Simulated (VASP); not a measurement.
# FeCuSO (P4/nmm) in VASP: single point with PBE+U

Aim: the single point of FeCuSO with PBE+U.

Program: VASP 6.6.1. These are calculated values, not measurements. Logs are shortened: lines on timing, memory, paths and dates and some standing lists are left out, and cuts for length are marked.

### 1 The structure

The structure is tetragonal, space group P4/nmm (No. 129). Conventional cell: a = 3.881 Å, b = 3.881 Å, c = 8.779 Å, α = 90.00°, β = 90.00°, γ = 90.00°. Cu (site symmetry -4m2) has 4 S at 2.37 Å as nearest neighbours. Around S (site symmetry 4mm) lie 4 Cu at 2.37 Å. Around Fe (site symmetry -4m2) lie 4 O at 2.05 Å. O (site symmetry 4mm) has 4 Fe at 2.05 Å as nearest neighbours.

### 2 Single point, PBE+U, collinear spin, typed start

The input, INCAR:

```
SYSTEM = FeCuSO
PREC = Accurate
ENCUT = 520
EDIFF = 1E-7
ISMEAR = 0
SIGMA = 0.0912
LREAL = .FALSE.
LASPH = .TRUE.
NELM = 150
ALGO = Fast
ISIF = 2
LWAVE = .FALSE.
LCHARG = .FALSE.
ISPIN = 2
MAGMOM = 0 0 0 0 3.4 -3.4 0 0
LORBIT = 11
LMAXMIX = 4
LDAU = .TRUE.
LDAUTYPE = 2
LDAUL = 2 -1 2 -1
LDAUU = 4.8 0 2.13 0
LDAUJ = 0 0 0 0
LDAUPRINT = 1
GGA = PE
NBANDS = 45
```

The input, KPOINTS:

```
Automatic mesh
0
G
  5 5 2
  0 0 0
```

The input, POSCAR:

```
FeCuSO
1.0
    3.8810151900      0.0000000000      0.0000000000
    0.0000000000      3.8810151900      0.0000000000
    0.0000000000      0.0000000000      8.7787164200
Cu S Fe O
2 2 2 2
Direct
    0.7500000000      0.2500000000      0.5000000000
    0.2500000000      0.7500000000      0.5000000000
    0.2500000000      0.2500000000      0.3442000000
    0.7500000000      0.7500000000      0.6558000000
    0.2500000000      0.7500000000      0.0000000000
    0.7500000000      0.2500000000      0.0000000000
    0.2500000000      0.2500000000      0.9256000000
    0.7500000000      0.7500000000      0.0744000000
```

Potentials or basis: VASP PAW PBE potentials, release 64 (Cu, S, Fe, O).

Launch:

```console
$ cat potpaw_PBE.64/Cu/POTCAR potpaw_PBE.64/S/POTCAR potpaw_PBE.64/Fe/POTCAR potpaw_PBE.64/O/POTCAR > POTCAR
$ mpirun -np 1 vasp_std > vasp.out
```

OUTCAR:

```text
SYSTEM = FeCuSO
   PREC = Accurate
   ENCUT = 520
   EDIFF = 1E-7
   ISMEAR = 0
   LREAL = .FALSE.
   LASPH = .TRUE.
   NELM = 150
   ISIF = 2
   ISPIN = 2
   LORBIT = 11
   GGA = PE

 ion  position               nearest neighbor table
   1  0.750  0.250  0.500-   3 2.37   4 2.37   4 2.37   3 2.37   2 2.74   2 2.74   2 2.74   2 2.74

   2  0.250  0.750  0.500-   3 2.37   4 2.37   3 2.37   4 2.37   1 2.74   1 2.74   1 2.74   1 2.74

   3  0.250  0.250  0.344-   1 2.37   2 2.37   2 2.37   1 2.37
   4  0.750  0.750  0.656-   1 2.37   2 2.37   1 2.37   2 2.37
   5  0.250  0.750  0.000-   7 2.05   8 2.05   7 2.05   8 2.05   6 2.74   6 2.74   6 2.74   6 2.74

   6  0.750  0.250  0.000-   7 2.05   8 2.05   8 2.05   7 2.05   5 2.74   5 2.74   5 2.74   5 2.74

   7  0.250  0.250  0.926-   5 2.05   6 2.05   5 2.05   6 2.05
   8  0.750  0.750  0.074-   5 2.05   6 2.05   6 2.05   5 2.05

  LATTYP: Found a simple tetragonal cell.
 ALAT       =     3.8810151900
 C/A-ratio  =     2.2619639425

  Lattice vectors:

 A1 = (   3.8810151900,   0.0000000000,   0.0000000000)
 A2 = (   0.0000000000,   3.8810151900,   0.0000000000)
 A3 = (   0.0000000000,   0.0000000000,   8.7787164200)

Analysis of symmetry for initial positions (statically):
=====================================================================
 Subroutine PRICEL returns:
 Original cell was already a primitive cell.

 Routine SETGRP: Setting up the symmetry group for a
 simple tetragonal supercell.

 Subroutine GETGRP returns: Found 16 space group operations
 (whereof  4 operations were pure point group operations)
 out of a pool of 16 trial point group operations.

The static configuration has the point symmetry C_2h.
 The point group associated with its full space group is D_4h.

Analysis of symmetry for dynamics (positions and initial velocities):
=====================================================================
 Subroutine PRICEL returns:
 Original cell was already a primitive cell.

 Routine SETGRP: Setting up the symmetry group for a
 simple tetragonal supercell.

 Subroutine GETGRP returns: Found 16 space group operations
 (whereof  4 operations were pure point group operations)
 out of a pool of 16 trial point group operations.

The dynamic configuration has the point symmetry C_2h.
 The point group associated with its full space group is D_4h.

Analysis of structural, dynamic, and magnetic symmetry:
=====================================================================
 Subroutine PRICEL returns:
 Original cell was already a primitive cell.

 Routine SETGRP: Setting up the symmetry group for a
 simple tetragonal supercell.

 Subroutine GETGRP returns: Found 16 space group operations
 (whereof  4 operations were pure point group operations)
 out of a pool of 16 trial point group operations.

The overall configuration has the point symmetry C_2h.
 The point group associated with its full space group is D_4h.

 Subroutine INISYM returns: Found 16 space group operations
 (whereof  4 operations are pure point group operations),
 and found     1 'primitive' translations

----------------------------------------------------------------------------------------

                                     Primitive cell

  volume of cell :     132.2275

  direct lattice vectors                    reciprocal lattice vectors
     3.881015190  0.000000000  0.000000000     0.257664542  0.000000000  0.000000000
     0.000000000  3.881015190  0.000000000     0.000000000  0.257664542  0.000000000
     0.000000000  0.000000000  8.778716420     0.000000000  0.000000000  0.113911870

  length of vectors
     3.881015190  3.881015190  8.778716420     0.257664542  0.257664542  0.113911870

  position of ions in fractional coordinates (direct lattice)
     0.750000000  0.250000000  0.500000000
     0.250000000  0.750000000  0.500000000
     0.250000000  0.250000000  0.344200000
     0.750000000  0.750000000  0.655800000
     0.250000000  0.750000000  0.000000000
     0.750000000  0.250000000  0.000000000
     0.250000000  0.250000000  0.925600000
     0.750000000  0.750000000  0.074400000

  ion indices of the primitive-cell ions
   primitive index   ion index
                 1           1
                 2           2
                 3           3
                 4           4
                 5           5
                 6           6
                 7           7
                 8           8

[... 57 lines left out ...]
   NELM   =    150;   NELMIN=  2; NELMDL= -5     # of ELM steps
   EDIFF  = 0.1E-06   stopping-criterion for ELM
   LREAL  =      F    real-space projection
   EDIFFG = 0.1E-05   stopping-criterion for IOM
   NSW    =      0    number of steps for IOM
   IBRION =     -1    ionic relax: 0-MD 1-quasi-New 2-CG
   NFREE  =      0    steps in history (QN), initial steepest desc. (CG)
   ISIF   =      2    stress and relaxation
   ISYM   =      2    0-nonsym 1-usesym 2-fastsym
   POTIM  = 0.5000    time-step for ionic-motion
   TEBEG  =    0.0;   TEEND  =   0.0 temperature during run
   PSTRESS=    0.0 pullay stress
   NELECT =      62.0000    total number of electrons
   NUPDOWN=      -1.0000    fix difference up-down
   EMIN   =  10.00;   EMAX   =-10.00  energy-range for DOS
   EFERMI =   0.00;   METHOD = LEGACY
   ISMEAR =     0;   SIGMA  =   0.09  broadening in eV -4-tet -1-fermi 0-gaus
   EFERMI_NEDOS =   21; number of points for ismear=-14 and -15
   IALGO  =     68    algorithm
   IMIX   =      4    mixing-type and parameters
     AMIX     =   0.40;   BMIX     =  1.00
     AMIX_MAG =   1.60;   BMIX_MAG =  1.00
  volume/ion in A,a.u.               =      16.53       111.54
  Fermi-wavevector in a.u.,A,eV,Ry     =   1.271837  2.403424 22.008371  1.617570
  Thomas-Fermi vector in A             =   2.404748
   LORBIT       =     11    0 simple, 1 ext, 2 COOP (PROOUT), +10 PAW based schemes
 LDA+U is selected, type is set to LDAUTYPE =  2
   angular momentum for each species LDAUL =     2   -1    2   -1
   U (eV)           for each species LDAUU =   4.8  0.0  2.1  0.0
   J (eV)           for each species LDAUJ =   0.0  0.0  0.0  0.0
   GGA     = PE    functional components
   LHFCALC =     F    Hartree Fock is set to
   AEXX    =    0.0000 exact exchange contribution
   IVDW    =     0    specifies the selected vdW correction
   LEPSILON=     F    determine dielectric tensor
   LRPA    =     F    only Hartree local field effects (RPA)
 spin polarized calculation
 RMM-DIIS sequential band-by-band and
 Gauss-broadening in eV      SIGMA  =   0.09
  energy-cutoff  :      520.00
  volume of cell :      132.23
 maximum number of plane-waves:      3592
 NGX is ok and might be reduce to    30
   NGX = 15   NGY = 15   NGZ = 33

 number of electron      61.9999985 magnetization       0.0000000

atom =   1  type =  1  l = 2

 onsite density matrix

spin component  1
[... 116 lines left out ...]
  o =  0.0673  v =  0.0000  0.9857  0.0000 -0.1684 -0.0000  0.0000  0.0000  0.0000  0.0000  0.0000      0.0000  0.0000  0.0000  0.0000  0.0000  0.0000  0.0000  0.0000  0.0000  0.0000
  o =  0.0673  v =  0.0000  0.1684  0.0000  0.9857 -0.0000  0.0000  0.0000  0.0000  0.0000  0.0000      0.0000  0.0000  0.0000  0.0000  0.0000  0.0000  0.0000  0.0000  0.0000  0.0000
  o =  0.0880  v =  1.0000  0.0000  0.0000  0.0000  0.0000  0.0000  0.0000  0.0000  0.0000  0.0000      0.0000  0.0000  0.0000  0.0000  0.0000  0.0000  0.0000  0.0000  0.0000  0.0000
  o =  0.2116  v =  0.0000  0.0000 -0.0000  0.0000  1.0000  0.0000  0.0000  0.0000  0.0000  0.0000      0.0000  0.0000  0.0000  0.0000  0.0000  0.0000  0.0000  0.0000  0.0000  0.0000
  o =  0.7848  v =  0.0000  0.0000 -1.0000 -0.0000 -0.0000  0.0000  0.0000  0.0000  0.0000  0.0000      0.0000  0.0000  0.0000  0.0000  0.0000  0.0000  0.0000  0.0000  0.0000  0.0000
  o =  0.9501  v =  0.0000  0.0000  0.0000  0.0000  0.0000  1.0000  0.0000  0.0000  0.0000  0.0000      0.0000  0.0000  0.0000  0.0000  0.0000  0.0000  0.0000  0.0000  0.0000  0.0000
  o =  0.9512  v =  0.0000  0.0000  0.0000  0.0000  0.0000  0.0000  0.0000  1.0000  0.0000  0.0000      0.0000  0.0000  0.0000  0.0000  0.0000  0.0000  0.0000  0.0000  0.0000  0.0000
  o =  0.9615  v =  0.0000  0.0000  0.0000  0.0000  0.0000  0.0000  0.2515 -0.0000  0.9679 -0.0000      0.0000  0.0000  0.0000  0.0000  0.0000  0.0000  0.0000  0.0000  0.0000  0.0000
  o =  0.9615  v =  0.0000  0.0000  0.0000  0.0000  0.0000  0.0000  0.9679 -0.0000 -0.2515 -0.0000      0.0000  0.0000  0.0000  0.0000  0.0000  0.0000  0.0000  0.0000  0.0000  0.0000
  o =  1.0035  v =  0.0000  0.0000  0.0000  0.0000  0.0000  0.0000  0.0000 -0.0000 -0.0000  1.0000      0.0000  0.0000  0.0000  0.0000  0.0000  0.0000  0.0000  0.0000  0.0000  0.0000

 number of electron      61.9999985 magnetization      -0.0000000

 Free energy of the ion-electron system (eV)
  ---------------------------------------------------
  ext. energy  EPLUGINS =         0.00000000
  ---------------------------------------------------
  free energy    TOTEN  =       -40.01575429 eV

  energy without entropy =      -39.99173288  energy(sigma->0) =      -40.00374358

 E-fermi :   2.8640     XC(G=0):  -9.8278

 val. band max:        2.8619892697   @ k =   0.4000   0.0000   0.0000
 cond. band min:       2.8667024982   @ k =   0.2000   0.0000   0.0000
 fundamental gap:      0.0047132284
 Fermi energy:         2.8640168815

 spin component 1

 k-point     1 :       0.0000    0.0000    0.0000
  band No.  band energies     occupation
      1     -16.0346      1.00000
      2     -15.4092      1.00000
      3      -9.8469      1.00000
      4      -9.1107      1.00000
      5      -2.8557      1.00000
      6      -2.8557      1.00000
[... 541 lines left out ...]
     42      10.2471      0.00000
     43      10.5560      0.00000
 Fermi energy:         2.8640168815

 spin component 2

 k-point     1 :       0.0000    0.0000    0.0000
  band No.  band energies     occupation
      1     -16.0346      1.00000
      2     -15.4092      1.00000
      3      -9.8469      1.00000
      4      -9.1107      1.00000
      5      -2.8557      1.00000
      6      -2.8557      1.00000
[... 541 lines left out ...]
     42      10.2471      0.00000
     43      10.5561      0.00000
 [bands above 43 left out]

------------------------ aborting loop because EDIFF is reached ----------------------------------------

  FORCE on cell =-STRESS in cart. coord.  units (eV):
  Direction    XX          YY          ZZ          XY          YZ          ZX
  --------------------------------------------------------------------------------------
  -------------------------------------------------------------------------------------
  Total       -3.3035554     -3.3035554     -4.4481335      0.0000000     -0.0000000     -0.0000000
  in kB      -40.0286067    -40.0286067    -53.8972602      0.0000000     -0.0000000     -0.0000000
  external PRESSURE =     -44.6514912 kB  Pullay stress =       0.0000000 kB

 VOLUME and BASIS-vectors are now :
 -----------------------------------------------------------------------------
  energy-cutoff  :      520.00
  volume of cell :      132.23
      direct lattice vectors                 reciprocal lattice vectors
     3.881015190  0.000000000  0.000000000     0.257664542  0.000000000  0.000000000
     0.000000000  3.881015190  0.000000000     0.000000000  0.257664542  0.000000000
     0.000000000  0.000000000  8.778716420     0.000000000  0.000000000  0.113911870

 POSITION                                       TOTAL-FORCE (eV/Angst)
 -----------------------------------------------------------------------------------
      2.91076      0.97025      4.38936         0.000000      0.000000     -0.000000
      0.97025      2.91076      4.38936         0.000000     -0.000000     -0.000000
      0.97025      0.97025      3.02163        -0.000000     -0.000000      0.702586
      2.91076      2.91076      5.75708        -0.000000     -0.000000     -0.702586
      0.97025      2.91076      0.00000        -0.000000     -0.000000     -0.000000
      2.91076      0.97025      0.00000        -0.000000     -0.000000     -0.000000
      0.97025      0.97025      8.12558        -0.000000      0.000000      0.846688
      2.91076      2.91076      0.65314         0.000000     -0.000000     -0.846688
 -----------------------------------------------------------------------------------
    total drift:                                0.000000     -0.000000      0.000000

  FREE ENERGIE OF THE ION-ELECTRON SYSTEM (eV)
  ---------------------------------------------------
  free  energy   TOTEN  =       -40.0157542887 eV

  energy  without entropy=      -39.9917328761  energy(sigma->0) =      -40.00374358

 total charge

# of ion       s       p       d       tot
------------------------------------------
    1        0.351   0.338   9.326  10.015
    2        0.351   0.338   9.326  10.015
    3        1.348   2.281   0.000   3.629
    4        1.348   2.281   0.000   3.629
    5        0.333   0.389   6.026   6.747
    6        0.333   0.389   6.026   6.747
    7        1.561   3.412   0.000   4.973
    8        1.561   3.412   0.000   4.973
--------------------------------------------------
tot          7.184  12.840  30.704  50.727

 magnetization (x)

# of ion       s       p       d       tot
------------------------------------------
    1       -0.000  -0.000  -0.001  -0.002
    2        0.000   0.000   0.001   0.002
    3        0.000   0.000   0.000   0.000
    4        0.000   0.000   0.000   0.000
    5        0.028   0.044   3.607   3.678
    6       -0.028  -0.044  -3.607  -3.678
    7        0.000   0.000   0.000   0.000
    8        0.000   0.000   0.000   0.000
--------------------------------------------------
tot          0.000   0.000   0.000   0.000
```

Wall time 13 min (1 thread of Intel Xeon Platinum 8375C at 2.90GHz (Ice Lake), shared host); peak memory 0.36 GiB.

What came out:

```yaml
Free_energy: -40.0158 eV
Pressure: -4.5 GPa
Largest_force: 0.847 eV/Å
Band_gap_on_the_k_mesh: none (metal or under the smearing width)
Net_moment: 0.00 μB per cell
Site_moments: Cu -0.00, +0.00; S +0.00; Fe +3.68, -3.68; O +0.00 μB
Valence_electrons_inside_the_program's_atomic_spheres: Cu 10.02; S 3.63; Fe 6.75; O 4.97
```

Forces in eV/Å, atoms in the order of the input:
```
Cu   0.000  0.000  0.000
Cu   0.000  0.000  0.000
S    0.000  0.000  0.703
S    0.000  0.000 -0.703
Fe   0.000  0.000  0.000
Fe   0.000  0.000  0.000
O    0.000  0.000  0.847
O    0.000  0.000 -0.847
```

Eigenvalues of the final occupation matrices:
```tsv
site	spin	trace	eigenvalues
site 1 d	1	4.67	0.92 0.92 0.94 0.95 0.95
site 1 d	2	4.67	0.92 0.92 0.94 0.95 0.95
site 2 d	1	4.67	0.92 0.92 0.94 0.95 0.95
site 2 d	2	4.67	0.92 0.92 0.94 0.95 0.95
site 5 d	1	4.83	0.95 0.95 0.96 0.96 1.00
site 5 d	2	1.22	0.07 0.07 0.09 0.21 0.78
site 6 d	1	1.22	0.07 0.07 0.09 0.21 0.78
site 6 d	2	4.83	0.95 0.95 0.96 0.96 1.00
```

The state reached can hang on the start; a lower one may exist.
